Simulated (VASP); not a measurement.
Method: LDA (Ceperley-Alder, Perdew-Zunger), VASP's LDA PAW potentials (set 64) (plane waves; VASP).

Input for VASP

**KPOINTS**
```
Automatic mesh
0
Gamma
12 12 8
0 0 0
```

### INCAR
```
! general
SYSTEM   =  TiAl
PREC     =  Accurate
ENCUT    =  530
LREAL    =  F
LASPH    =  T

! electronic loop
EDIFF    =  1E-7
NELM     =  100
ALGO     =  Normal
LMAXMIX  =  4

! smearing
ISMEAR   =  1
SIGMA    =  0.1

! ions
IBRION   =  6
NSW      =  1
ISIF     =  3
POTIM    =  0.015
NFREE    =  2

! output
LWAVE    =  F
LCHARG   =  F
```

POSCAR:
```
TiAl
1
    2.7671388120     0.0000000000     0.0000000000
    0.0000000000     2.7671388120     0.0000000000
    0.0000000000    -0.0000000000     3.9877426378
Ti Al
1 1
Direct
  0.5000000000   0.5000000000   0.5000000000
  0.0000000000   0.0000000000   0.0000000000
```

POTCAR, in this order: Ti_sv Al (LDA.64 set). Program: vasp_std.

The resulting files:

OSZICAR:
```
...
DAV:   2    -0.135975258441E+02    0.17187E-01   -0.33117E-02  8598   0.252E+00    0.490E-01
DAV:   3    -0.135860268612E+02    0.11499E-01   -0.88314E-03 10225   0.170E+00    0.865E-02
DAV:   4    -0.135853504149E+02    0.67645E-03   -0.12573E-03  8254   0.483E-01    0.429E-02
DAV:   5    -0.135847094146E+02    0.64100E-03   -0.15194E-04 11107   0.234E-01    0.940E-03
DAV:   6    -0.135846638814E+02    0.45533E-04   -0.23032E-05  8555   0.751E-02    0.304E-03
DAV:   7    -0.135846592406E+02    0.46409E-05   -0.10823E-06  9111   0.114E-02    0.415E-04
DAV:   8    -0.135846595842E+02   -0.34368E-06   -0.27020E-08  4681   0.269E-03    0.195E-04
DAV:   9    -0.135846594619E+02    0.12232E-06   -0.68132E-09  4156   0.104E-03    0.491E-05
DAV:  10    -0.135846593925E+02    0.69441E-07   -0.21015E-09  4012   0.644E-04
  12 F= -.13584659E+02 E0= -.13584780E+02  d E =0.362310E-03
       N       E                     dE             d eps       ncg     rms          rms(c)
DAV:   1    -0.136280223806E+02   -0.43363E-01   -0.13135E+00  8433   0.176E+01    0.145E+00
DAV:   2    -0.135962607720E+02    0.31762E-01   -0.72846E-02  8598   0.362E+00    0.716E-01
DAV:   3    -0.135847041548E+02    0.11557E-01   -0.16531E-02 10203   0.212E+00    0.696E-02
DAV:   4    -0.135847322367E+02   -0.28082E-04   -0.19617E-03  8274   0.557E-01    0.393E-02
DAV:   5    -0.135846639289E+02    0.68308E-04   -0.82663E-05 11292   0.197E-01    0.170E-02
DAV:   6    -0.135846596079E+02    0.43211E-05   -0.14941E-05  8664   0.431E-02    0.366E-03
DAV:   7    -0.135846594241E+02    0.18378E-06   -0.83818E-07  8920   0.124E-02    0.969E-04
DAV:   8    -0.135846593961E+02    0.28019E-07   -0.57576E-08  4960   0.383E-03
  13 F= -.13584659E+02 E0= -.13584780E+02  d E =0.362362E-03
       N       E                     dE             d eps       ncg     rms          rms(c)
DAV:   1    -0.135789387769E+02    0.57206E-02   -0.12831E+00  6556   0.290E+01    0.579E-01
DAV:   2    -0.135869367171E+02   -0.79979E-02   -0.13273E-01  5593   0.443E+00    0.343E-01
DAV:   3    -0.135858200761E+02    0.11166E-02   -0.47537E-03  7906   0.112E+00    0.946E-02
DAV:   4    -0.135867401440E+02   -0.92007E-03   -0.96504E-04  7391   0.449E-01    0.126E-02
DAV:   5    -0.135868000437E+02   -0.59900E-04   -0.84653E-05  6101   0.103E-01    0.837E-03
DAV:   6    -0.135868504327E+02   -0.50389E-04   -0.29348E-06  6723   0.221E-02    0.125E-03
DAV:   7    -0.135868534361E+02   -0.30034E-05   -0.21716E-07  5872   0.729E-03    0.561E-04
DAV:   8    -0.135868562242E+02   -0.27881E-05   -0.21764E-08  3156   0.305E-03    0.119E-04
DAV:   9    -0.135868564124E+02   -0.18814E-06   -0.81823E-09  2920   0.134E-03    0.359E-05
DAV:  10    -0.135868565030E+02   -0.90614E-07   -0.17871E-09  2857   0.570E-04
  14 F= -.13586857E+02 E0= -.13586979E+02  d E =0.366178E-03
       N       E                     dE             d eps       ncg     rms          rms(c)
DAV:   1    -0.135701252047E+02    0.16731E-01   -0.27213E+00  7485   0.466E+01    0.315E-01
DAV:   2    -0.135867522711E+02   -0.16627E-01   -0.18126E-01  5393   0.510E+00    0.142E-01
DAV:   3    -0.135868882934E+02   -0.13602E-03   -0.25262E-03  6561   0.562E-01    0.766E-02
DAV:   4    -0.135868562742E+02    0.32019E-04   -0.12633E-04  6274   0.151E-01    0.497E-03
DAV:   5    -0.135868565569E+02   -0.28264E-06   -0.48440E-06  6793   0.259E-02    0.286E-03
DAV:   6    -0.135868565237E+02    0.33138E-07   -0.16563E-07  5217   0.740E-03
  15 F= -.13586857E+02 E0= -.13586979E+02  d E =0.366125E-03
       N       E                     dE             d eps       ncg     rms          rms(c)
DAV:   1    -0.135737949841E+02    0.13062E-01   -0.17497E+00  4086   0.379E+01    0.206E-01
DAV:   2    -0.135867525450E+02   -0.12958E-01   -0.13499E-01  3086   0.440E+00    0.104E-01
DAV:   3    -0.135866952966E+02    0.57248E-04   -0.16599E-03  3856   0.536E-01    0.582E-02
DAV:   4    -0.135866617900E+02    0.33507E-04   -0.14871E-04  3767   0.174E-01    0.188E-02
DAV:   5    -0.135866566658E+02    0.51242E-05   -0.26860E-05  3965   0.796E-02    0.417E-03
DAV:   6    -0.135866566092E+02    0.56591E-07   -0.30996E-06  4576   0.251E-02    0.113E-03
DAV:   7    -0.135866565864E+02    0.22782E-07   -0.33264E-07  3474   0.873E-03
  16 F= -.13586657E+02 E0= -.13586778E+02  d E =0.364645E-03
       N       E                     dE             d eps       ncg     rms          rms(c)
DAV:   1    -0.135634572981E+02    0.23199E-01   -0.34641E+00  4068   0.527E+01    0.306E-01
DAV:   2    -0.135868880749E+02   -0.23431E-01   -0.24634E-01  3092   0.579E+00    0.139E-01
DAV:   3    -0.135866819911E+02    0.20608E-03   -0.31477E-03  3784   0.726E-01    0.708E-02
DAV:   4    -0.135866593362E+02    0.22655E-04   -0.26809E-04  3828   0.191E-01    0.259E-02
DAV:   5    -0.135866564089E+02    0.29273E-05   -0.38180E-05  3655   0.810E-02    0.339E-03
DAV:   6    -0.135866565563E+02   -0.14740E-06   -0.18702E-06  3440   0.181E-02    0.137E-03
DAV:   7    -0.135866565645E+02   -0.82052E-08   -0.11467E-07  2632   0.353E-03
  17 F= -.13586657E+02 E0= -.13586778E+02  d E =0.364615E-03
       N       E                     dE             d eps       ncg     rms          rms(c)
DAV:   1    -0.135807712155E+02    0.58853E-02   -0.87798E-01  7128   0.266E+01    0.105E-01
DAV:   2    -0.135869693984E+02   -0.61982E-02   -0.63957E-02  5405   0.298E+00    0.631E-02
DAV:   3    -0.135868732881E+02    0.96110E-04   -0.84597E-04  6809   0.315E-01    0.134E-02
DAV:   4    -0.135868592726E+02    0.14016E-04   -0.51950E-05  6094   0.686E-02    0.455E-03
DAV:   5    -0.135868571444E+02    0.21282E-05   -0.53414E-06  6612   0.211E-02    0.261E-03
DAV:   6    -0.135868564049E+02    0.73948E-06   -0.34166E-06  5949   0.161E-02    0.671E-04
DAV:   7    -0.135868564852E+02   -0.80355E-07   -0.43062E-07  6096   0.808E-03
  18 F= -.13586856E+02 E0= -.13586979E+02  d E =0.366215E-03
       N       E                     dE             d eps       ncg     rms          rms(c)
DAV:   1    -0.135868712702E+02   -0.14865E-04   -0.57739E-02  5441   0.145E+00    0.581E-02
DAV:   2    -0.135868730762E+02   -0.18060E-05   -0.64466E-04  6667   0.244E-01    0.350E-02
DAV:   3    -0.135868561188E+02    0.16957E-04   -0.51809E-05  5835   0.668E-02    0.766E-03
DAV:   4    -0.135868565578E+02   -0.43899E-06   -0.30033E-06  6333   0.255E-02    0.292E-03
DAV:   5    -0.135868565207E+02    0.37047E-07   -0.23397E-07  5565   0.758E-03
  19 F= -.13586857E+02 E0= -.13586979E+02  d E =0.366199E-03
       N       E                     dE             d eps       ncg     rms          rms(c)
DAV:   1    -0.135870030966E+02   -0.14654E-03   -0.52798E-02  3098   0.141E+00    0.784E-02
DAV:   2    -0.135866898831E+02    0.31321E-03   -0.17635E-03  3690   0.392E-01    0.318E-02
DAV:   3    -0.135866572189E+02    0.32664E-04   -0.16451E-04  3250   0.964E-02    0.121E-02
DAV:   4    -0.135866553260E+02    0.18929E-05   -0.14582E-05  3807   0.656E-02    0.297E-03
DAV:   5    -0.135866551646E+02    0.16145E-06   -0.12882E-06  3733   0.181E-02    0.118E-03
DAV:   6    -0.135866551435E+02    0.21056E-07   -0.13883E-07  2222   0.615E-03
  20 F= -.13586655E+02 E0= -.13586777E+02  d E =0.364599E-03
       N       E                     dE             d eps       ncg     rms          rms(c)
DAV:   1    -0.135881034105E+02   -0.14482E-02   -0.13639E-01  3176   0.222E+00    0.147E-01
DAV:   2    -0.135867699844E+02    0.13334E-02   -0.56429E-03  3528   0.710E-01    0.553E-02
DAV:   3    -0.135866547741E+02    0.11521E-03   -0.65249E-04  3262   0.185E-01    0.189E-02
DAV:   4    -0.135866555514E+02   -0.77738E-06   -0.42151E-05  3675   0.119E-01    0.687E-03
DAV:   5    -0.135866552141E+02    0.33731E-06   -0.43937E-06  3650   0.312E-02    0.265E-03
DAV:   6    -0.135866551590E+02    0.55178E-07   -0.61760E-07  3362   0.907E-03
  21 F= -.13586655E+02 E0= -.13586777E+02  d E =0.364589E-03
```

File OUTCAR:
```
------------------------ aborting loop because EDIFF is reached ----------------------------------------
  FORCE on cell =-STRESS in cart. coord.  units (eV):
  Direction    XX          YY          ZZ          XY          YZ          ZX
  --------------------------------------------------------------------------------------
  Total        0.0854361      0.0854361      0.0849718      0.0000000      0.0000000      0.0000000
  in kB        4.4829386      4.4829386      4.4585796      0.0000000      0.0000000      0.0000000
  external PRESSURE =       4.4748189 kB  Pullay stress =       0.0000000 kB
  volume of cell :       30.53
      direct lattice vectors                 reciprocal lattice vectors
     2.767138812  0.000000000  0.000000000     0.361384111  0.000000000  0.000000000
     0.000000000  2.767138812  0.000000000     0.000000000  0.361384111  0.000000000
     0.000000000  0.000000000  3.987742638     0.000000000  0.000000000  0.250768440
 POSITION                                       TOTAL-FORCE (eV/Angst)
 -----------------------------------------------------------------------------------
      1.38357      1.38357      1.99387         0.000000      0.000000     -0.100790
      0.00000      0.00000     -0.01500        -0.000000      0.000000      0.100790
 -----------------------------------------------------------------------------------
    total drift:                                0.000012      0.000000     -0.000044
  FREE ENERGIE OF THE ION-ELECTRON SYSTEM (eV)
  ---------------------------------------------------
  free  energy   TOTEN  =       -13.5866551590 eV

  energy  without entropy=      -13.5870197482  energy(sigma->0) =      -13.58677669

   1 f  =    9.747072 THz    61.242662 2PiTHz  325.127336 cm-1    40.310634 meV
             X         Y         Z           dx          dy          dz
      1.383569  1.383569  1.993871    -0.000000    0.000000   -0.599710
      0.000000  0.000000  0.000000     0.000000   -0.000000    0.800217

   2 f  =    8.336167 THz    52.377683 2PiTHz  278.064607 cm-1    34.475602 meV
             X         Y         Z           dx          dy          dz
      1.383569  1.383569  1.993871    -0.000000    0.600329    0.000000
      0.000000  0.000000  0.000000     0.000000   -0.799753   -0.000000

   3 f  =    8.336167 THz    52.377683 2PiTHz  278.064607 cm-1    34.475602 meV
             X         Y         Z           dx          dy          dz
      1.383569  1.383569  1.993871     0.600329    0.000000    0.000000
      0.000000  0.000000  0.000000    -0.799753   -0.000000    0.000000

   4 f/i=    0.000176 THz     0.001103 2PiTHz    0.005855 cm-1     0.000726 meV
             X         Y         Z           dx          dy          dz
      1.383569  1.383569  1.993871     0.783665   -0.159610   -0.000000
      0.000000  0.000000  0.000000     0.588252   -0.119810   -0.000000

   5 f/i=    0.000176 THz     0.001103 2PiTHz    0.005855 cm-1     0.000726 meV
             X         Y         Z           dx          dy          dz
      1.383569  1.383569  1.993871     0.159610    0.783665    0.000000
      0.000000  0.000000  0.000000     0.119810    0.588252    0.000000

   6 f/i=    0.007742 THz     0.048642 2PiTHz    0.258230 cm-1     0.032016 meV
             X         Y         Z           dx          dy          dz
      1.383569  1.383569  1.993871     0.000000    0.000000   -0.800217
      0.000000  0.000000  0.000000     0.000000    0.000000   -0.599710

 ELASTIC MODULI CONTR FROM IONIC RELAXATION (kBar)
 Direction    XX          YY          ZZ          XY          YZ          ZX
 --------------------------------------------------------------------------------
 XX           0.0000      0.0000      0.0000      0.0000      0.0000      0.0000
 YY           0.0000      0.0000      0.0000      0.0000      0.0000      0.0000
 ZZ           0.0000      0.0000      0.0000      0.0000      0.0000      0.0000
 XY           0.0000      0.0000      0.0000      0.0000      0.0000      0.0000
 YZ           0.0000      0.0000      0.0000      0.0000      0.0000      0.0000
 ZX           0.0000      0.0000      0.0000      0.0000      0.0000      0.0000
 --------------------------------------------------------------------------------

 TOTAL ELASTIC MODULI (kBar)
 Direction    XX          YY          ZZ          XY          YZ          ZX
 --------------------------------------------------------------------------------
 XX        2158.6269    698.5651   1029.0380      0.0000     -0.0000     -0.0000
 YY         698.5651   2158.6269   1029.0380      0.0000      0.0000     -0.0000
 ZZ        1029.0380   1029.0380   1795.4154      0.0000     -0.0000      0.0000
 XY           0.0000      0.0000      0.0000    358.1778      0.0000      0.0000
 YZ          -0.0000      0.0000     -0.0000      0.0000   1281.8853      0.0000
 ZX          -0.0000     -0.0000      0.0000      0.0000      0.0000   1281.8853
 --------------------------------------------------------------------------------
```
(Selected blocks of OUTCAR.)

Finite-difference elastic constants of metals are sensitive to mesh and smearing; shear constants can be off by tens of GPa.

The structure comes from a computed database's TiAl entry (P4/mmm); how it stands against other phases isn't given here. It was relaxed first. The electron count is odd and the run is not spin-polarised, which forces a metal.
